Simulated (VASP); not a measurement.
# GaGe (F-43m) in VASP: a series of runs

One crystal, GaGe, is run at these levels: r2SCAN; tasks: single point.

Everything below comes from runs of VASP 6.6.1. Logs are shortened: lines on timing, memory, paths and dates and some standing lists are left out, and cuts for length are marked.

## (1) The structure

The structure is cubic, space group F-43m (No. 216). The conventional cell has a = 5.796 Å, b = 5.796 Å, c = 5.796 Å, α = 90.00°, β = 90.00°, γ = 90.00°. Ge (site symmetry -43m) is surrounded by 4 Ga at 2.51 Å. Ga (site symmetry -43m) has 4 Ge at 2.51 Å as nearest neighbours.

The cell comes from a database or a generator and needn't be the stable form of this composition.

## (2) Single point, r2SCAN

The input, INCAR:

```
PREC     = Accurate       # precision mode
ENCUT    = 900            # plane-wave cutoff, eV
EDIFF    = 1E-8           # SCF threshold, eV
ISMEAR   = 0              # smearing method
SIGMA    = 0.02           # smearing width, eV
LREAL    = F              # projectors in reciprocal space
LASPH    = T              # aspherical terms in the spheres
NELM     = 100            # most SCF steps
ALGO     = Normal         # electronic algorithm
ISIF     = 2              # what is computed and relaxed
LWAVE    = F              # write WAVECAR
LCHARG   = F              # write CHGCAR
METAGGA  = R2SCAN         # meta-GGA
LMIXTAU  = T            
ADDGRID  = F
```

The input, KPOINTS:

```
Automatic mesh
0
Gamma
  8 8 8
```

The input, POSCAR:

```
GaGe
1.0
    0.0000000000      2.8978440000      2.8978440000
    2.8978440000      0.0000000000      2.8978440000
    2.8978440000      2.8978440000      0.0000000000
Ge Ga
1 1
Direct
    0.0000000000      0.0000000000      0.0000000000
    0.2500000000      0.2500000000      0.2500000000
```

Potentials or basis: VASP PAW PBE potentials, release 64 (Ge, Ga).

Started as:

```bash
> cat potpaw_PBE.64/Ge/POTCAR potpaw_PBE.64/Ga/POTCAR > POTCAR
> mpirun -np 1 vasp_std > vasp.out
```

OUTCAR:

```text
PREC = Accurate
   ENCUT = 900
   EDIFF = 1E-8
   ISMEAR = 0
   LREAL = F
   LASPH = T
   NELM = 100
   ISIF = 2
   METAGGA = R2SCAN

 ion  position               nearest neighbor table
   1  0.000  0.000  0.000-   2 2.51   2 2.51   2 2.51   2 2.51
   2  0.250  0.250  0.250-   1 2.51   1 2.51   1 2.51   1 2.51

  LATTYP: Found a face centered cubic cell.
 ALAT       =     5.7956880000

  Lattice vectors:

 A1 = (   0.0000000000,   2.8978440000,   2.8978440000)
 A2 = (   2.8978440000,   0.0000000000,   2.8978440000)
 A3 = (   2.8978440000,   2.8978440000,   0.0000000000)

Analysis of symmetry for initial positions (statically):
=====================================================================
 Subroutine PRICEL returns:
 Original cell was already a primitive cell.

 Routine SETGRP: Setting up the symmetry group for a
 face centered cubic supercell.

 Subroutine GETGRP returns: Found 24 space group operations
 (whereof 24 operations were pure point group operations)
 out of a pool of 48 trial point group operations.

The static configuration has the point symmetry T_d .

Analysis of symmetry for dynamics (positions and initial velocities):
=====================================================================
 Subroutine PRICEL returns:
 Original cell was already a primitive cell.

 Routine SETGRP: Setting up the symmetry group for a
 face centered cubic supercell.

 Subroutine GETGRP returns: Found 24 space group operations
 (whereof 24 operations were pure point group operations)
 out of a pool of 48 trial point group operations.

The dynamic configuration has the point symmetry T_d .

 Subroutine INISYM returns: Found 24 space group operations
 (whereof 24 operations are pure point group operations),
 and found     1 'primitive' translations

----------------------------------------------------------------------------------------

                                     Primitive cell

  volume of cell :      48.6693

  direct lattice vectors                    reciprocal lattice vectors
     0.000000000  2.897844000  2.897844000    -0.172542069  0.172542069  0.172542069
     2.897844000  0.000000000  2.897844000     0.172542069 -0.172542069  0.172542069
     2.897844000  2.897844000  0.000000000     0.172542069  0.172542069 -0.172542069

  length of vectors
[... 83 lines left out ...]
   LREAL  =      F    real-space projection
   EDIFFG = 0.1E-06   stopping-criterion for IOM
   NSW    =      0    number of steps for IOM
   IBRION =     -1    ionic relax: 0-MD 1-quasi-New 2-CG
   NFREE  =      0    steps in history (QN), initial steepest desc. (CG)
   ISIF   =      2    stress and relaxation
   ISYM   =      2    0-nonsym 1-usesym 2-fastsym
   POTIM  = 0.5000    time-step for ionic-motion
   TEBEG  =    0.0;   TEEND  =   0.0 temperature during run
   PSTRESS=    0.0 pullay stress
   NELECT =       7.0000    total number of electrons
   NUPDOWN=      -1.0000    fix difference up-down
   EMIN   =  10.00;   EMAX   =-10.00  energy-range for DOS
   EFERMI =   0.00;   METHOD = LEGACY
   ISMEAR =     0;   SIGMA  =   0.02  broadening in eV -4-tet -1-fermi 0-gaus
   EFERMI_NEDOS =   21; number of points for ismear=-14 and -15
   IALGO  =     38    algorithm
   IMIX   =      4    mixing-type and parameters
     AMIX     =   0.40;   BMIX     =  1.00
     AMIX_MAG =   1.60;   BMIX_MAG =  1.00
  volume/ion in A,a.u.               =      24.33       164.22
  Fermi-wavevector in a.u.,A,eV,Ry     =   0.857740  1.620894 10.010058  0.735719
  Thomas-Fermi vector in A             =   1.974840
   LORBIT       =      0    0 simple, 1 ext, 2 COOP (PROOUT), +10 PAW based schemes
   METAGGA = R2SCAN    functional components
   LHFCALC =     F    Hartree Fock is set to
   AEXX    =    0.0000 exact exchange contribution
   IVDW    =     0    specifies the selected vdW correction
   LEPSILON=     F    determine dielectric tensor
   LRPA    =     F    only Hartree local field effects (RPA)
 non-spin polarized calculation
 Gauss-broadening in eV      SIGMA  =   0.02
  energy-cutoff  :      900.00
  volume of cell :       48.67
 maximum number of plane-waves:      2998
   NGX = 21   NGY = 21   NGZ = 21

 number of electron       7.0000000 magnetization

 Free energy of the ion-electron system (eV)
  ---------------------------------------------------
  ext. energy  EPLUGINS =         0.00000000
  ---------------------------------------------------
  free energy    TOTEN  =       -24.91927891 eV

  energy without entropy =      -24.91825114  energy(sigma->0) =      -24.91876502

 E-fermi :   1.1853     XC(G=0):  -9.1491

 val. band max:        0.9081229789   @ k =   0.1250   0.1250   0.0000
 cond. band min:       1.1883052310   @ k =   0.5000   0.1250   0.0000
 fundamental gap:      0.2801822521
 Fermi energy:         1.1852682533

 k-point     1 :       0.0000    0.0000    0.0000
  band No.  band energies     occupation
      1      -9.8033      2.00000
      2       2.9153      0.00000
      3       2.9153      0.00000
      4       2.9153      0.00000
      5       3.7682      0.00000
      6       5.8002      0.00000
      7       5.8002      0.00000
[... 221 lines left out ...]
 k-point    24 :      -0.3750    0.2500    0.1250
  band No.  band energies     occupation
      1      -7.3517      2.00000
      2      -4.2707      2.00000
      3      -0.7474      2.00000
      4       0.6250      2.00000
      5       5.6493      0.00000
      6       6.4583      0.00000
      7       8.9149      0.00000

 [... further k-points ...]

------------------------ aborting loop because EDIFF is reached ----------------------------------------

  FORCE on cell =-STRESS in cart. coord.  units (eV):
  Direction    XX          YY          ZZ          XY          YZ          ZX
  --------------------------------------------------------------------------------------
  -------------------------------------------------------------------------------------
  Total       -0.6073923     -0.6073923     -0.6073923     -0.0000000     -0.0000000     -0.0000000
  in kB      -19.9951602    -19.9951602    -19.9951602     -0.0000000     -0.0000000     -0.0000000
  external PRESSURE =     -19.9951602 kB  Pullay stress =       0.0000000 kB

 VOLUME and BASIS-vectors are now :
 -----------------------------------------------------------------------------
  energy-cutoff  :      900.00
  volume of cell :       48.67
      direct lattice vectors                 reciprocal lattice vectors
     0.000000000  2.897844000  2.897844000    -0.172542069  0.172542069  0.172542069
     2.897844000  0.000000000  2.897844000     0.172542069 -0.172542069  0.172542069
     2.897844000  2.897844000  0.000000000     0.172542069  0.172542069 -0.172542069

 POSITION                                       TOTAL-FORCE (eV/Angst)
 -----------------------------------------------------------------------------------
      0.00000      0.00000      0.00000        -0.000000     -0.000000     -0.000000
      1.44892      1.44892      1.44892         0.000000      0.000000      0.000000
 -----------------------------------------------------------------------------------
    total drift:                                0.000000      0.000000      0.000000

  FREE ENERGIE OF THE ION-ELECTRON SYSTEM (eV)
  ---------------------------------------------------
  free  energy   TOTEN  =       -24.9192789089 eV

  energy  without entropy=      -24.9182511358  energy(sigma->0) =      -24.91876502
```

OSZICAR:

```text
N       E                     dE             d eps       ncg     rms          rms(c)
DAV:   1     0.131591231349E+01    0.13159E+01   -0.37394E+03   406   0.120E+03
DAV:   2    -0.249055689160E+02   -0.26221E+02   -0.25185E+02   560   0.101E+02
DAV:   3    -0.255271360988E+02   -0.62157E+00   -0.62118E+00   518   0.191E+01
[... 11 lines left out ...]
DAV:  15    -0.249192738004E+02   -0.15064E-04   -0.55989E-06   448   0.248E-02    0.174E-03
DAV:  16    -0.249192788892E+02   -0.50888E-05   -0.25726E-06   490   0.202E-02    0.654E-04
DAV:  17    -0.249192788430E+02    0.46208E-07   -0.61884E-08   525   0.339E-03    0.213E-04
DAV:  18    -0.249192789126E+02   -0.69590E-07   -0.74280E-08   462   0.400E-03    0.259E-04
DAV:  19    -0.249192789089E+02    0.36464E-08   -0.73492E-09   392   0.113E-03
   1 F= -.24919279E+02 E0= -.24918765E+02  d E =-.102777E-02
```

Wall time 2.5 min (1 thread of AMD EPYC 7R43 (Zen 3), shared host); peak memory 0.24 GiB.

Results:

| Property | Result |
| --- | --- |
| Free energy | -24.9193 eV |
| Pressure | -2.0 GPa |
| Band gap on the k mesh | none (metal or under the smearing width) |

Caveat: the PAW data sets were made with another functional, which shifts forces and pressure a little.

## (3) Single point, r2SCAN

Changes to INCAR since step 2:

```diff
@@ -1,6 +1,6 @@
 PREC     = Accurate       # precision mode
-ENCUT    = 900            # plane-wave cutoff, eV
-EDIFF    = 1E-8           # SCF threshold, eV
+ENCUT    = 250            # plane-wave cutoff, eV
+EDIFF    = 1E-6           # SCF threshold, eV
 ISMEAR   = 0              # smearing method
-SIGMA    = 0.02           # smearing width, eV
+SIGMA    = 0.05           # smearing width, eV
 LREAL    = F              # projectors in reciprocal space
```

The input, KPOINTS:

```
Automatic mesh
0
Gamma
  2 2 2
```

POSCAR is that of step 2.

Potentials or basis: VASP PAW PBE potentials, release 64 (Ge, Ga).

Started as:

```bash
> cat potpaw_PBE.64/Ge/POTCAR potpaw_PBE.64/Ga/POTCAR > POTCAR
> mpirun -np 1 vasp_std > vasp.out
```

It took 16 s on 1 thread of AMD EPYC 7R43 (Zen 3), shared host; peak memory 0.1 GiB.

The run converged, but some of its settings lie outside the range that counts as converged, so its numbers aren't taken as properties of the crystal.

What came out:

| Item | Value |
| --- | --- |
| Free energy | -23.0887 eV |
| Pressure | 0.0 GPa |
| Band gap on the k mesh | none (metal or under the smearing width) |

Caveat: the k mesh is coarse (spacing up to 0.94 Å⁻¹), so the values aren't converged; the PAW data sets were made with another functional, which shifts forces and pressure a little.
